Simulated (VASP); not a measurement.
Here is the system:

```
CELL_PARAMETERS angstrom
      0.00000     3.34748     3.34748
      3.34748     0.00000     3.34748
      3.34748     3.34748     0.00000
ATOMIC_POSITIONS crystal
  K  0.00000 0.00000 0.00000
  Br 0.50000 0.50000 0.50000
```

These are PBE GGA with D3 dispersion (zero damping), VASP's PBE PAW potentials (set 64) (plane waves; VASP) values and carry that method's errors. Run with 520 eV cut-off, 8×8×8 Γ-centred mesh, tetrahedra with Blöchl corrections, potentials K_sv Br.

**Question.** Predict the energy per atom (σ→0), band gap (on the k-mesh) with the smallest direct gap where there is one.

**Answer.** 
The band gap (on the k-mesh) is 4.32 eV and the smallest direct gap (on the k-mesh) comes out as 4.32 eV. The energy per atom (σ→0) is -3.322 eV/atom.

Only differences to runs with the same potentials and settings are physical.

The compound is KBr in the rock salt structure. It was relaxed first.
